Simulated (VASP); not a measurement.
Data:

```
CELL_PARAMETERS angstrom
      0.00000     2.13150     2.13150
      2.13150     0.00000     2.13150
      2.13150     2.13150     0.00000
ATOMIC_POSITIONS crystal
  Co 0.00000 0.00000 0.00000
  O  0.50000 0.50000 0.50000
```
Starting moments (μB, in the order of the record's atoms Co O): 3.0 0.0.

The numbers are results of r2SCAN meta-GGA, VASP's PBE PAW potentials (set 64) (plane waves; VASP), not measurements. Numerical set-up: 520 eV cut-off, 10×10×10 Γ-centred mesh, Gaussian smearing of 0.050 eV, potentials Co O.

Energy and stress use the plane-wave basis of the starting cell. The moments were started parallel, and other spin orders were not tried in this run.

The ions, cell shape and volume are relaxed. What does this cell relax into?

```
CELL_PARAMETERS angstrom
      0.00000     2.10448     2.10448
      2.10448     0.00000     2.10448
      2.10448     2.10448     0.00000
ATOMIC_POSITIONS crystal
  Co 0.00000 0.00000 0.00000
  O  0.50000 0.50000 0.50000
```
Space group Fm-3m (225), at a tolerance of 0.03 Å. The cell ends with 3.00 μB, on the sites 2.69 0.29 μB.

How do energy and volume change from the first to the last step?

The energy (σ→0) changes by -9.1 meV/atom and the volume by -3.8 %, in 3 ionic steps.

```
step  E(σ→0) (eV)  max force (eV/Å)  pressure (GPa)  volume (Å³)
----  -----------  ----------------  --------------  -----------
1        -21.0459             0.000           -7.61        19.37
2        -21.0534             0.000            6.71        18.11
3        -21.0641             0.000           -0.03        18.64
```

The structure comes from a measured CoO entry (Fm-3m) of the Crystallography Open Database, whose conditions weren't checked. This run relaxes it. Symmetry was kept, so distortions that lower it aren't found.
